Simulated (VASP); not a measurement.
A convergence study with VASP on Ni (fcc): one setting is varied, all else stays as given below, so the limit is that of these other settings. Each run relaxes cell and ions from the cell shown. The basis is that of the starting cell, so low cut-offs carry a Pulay error.

```
Ni
1.0
    0.00000     1.76000     1.76000
    1.76000     0.00000     1.76000
    1.76000     1.76000     0.00000
Ni
1
Direct
  0.00000   0.00000   0.00000
```
Starting moments (μB, in the order of the record's atoms Ni): 0.8.

Level of theory: LDA (Ceperley-Alder, Perdew-Zunger), VASP's LDA PAW potentials (set 64) (plane waves; VASP 6.6.1). The tightest run used: 700 eV cut-off, 15×15×15 Γ-centred mesh, first-order Methfessel-Paxton smearing of 0.10 eV, potentials Ni.

### Question
The settings run are ENCUT = 200; ENCUT = 250; ENCUT = 300; ENCUT = 350; ENCUT = 400; ENCUT = 450; ENCUT = 500; ENCUT = 600; ENCUT = 650; ENCUT = 700. From which on does the relaxed volume stay within 0.02 Å³/atom of the tightest run?

### Answer
From ENCUT = 400 on: it is off by 0.014 there and by no more than 0.02 in any finer run, while ENCUT = 350 is off by 0.025.
```tsv
setting	relaxed volume (Å³/atom)	E (eV/atom)	moment (μB)	plane waves	difference judged (Å³/atom)
ENCUT = 200	8.864	-6.9537	0.000	76	1.169
ENCUT = 250	9.833	-6.6134	0.615	113	0.199
ENCUT = 300	10.029	-6.5911	0.617	138	0.004
ENCUT = 350	10.007	-6.5891	0.617	170	0.025
ENCUT = 400	10.018	-6.5833	0.617	204	0.014
ENCUT = 450	10.032	-6.5793	0.617	259	0.001
ENCUT = 500	10.032	-6.5786	0.617	291	0.001
ENCUT = 600	10.029	-6.5790	0.617	375	0.004
ENCUT = 650	10.031	-6.5787	0.617	424	0.001
ENCUT = 700	10.032	-6.5785	0.617	477	0.000
```

Left out are rungs that failed or repeat a setting and relaxations that didn't move; long series are thinned to 24 rows.

The compound is Ni in the fcc structure.
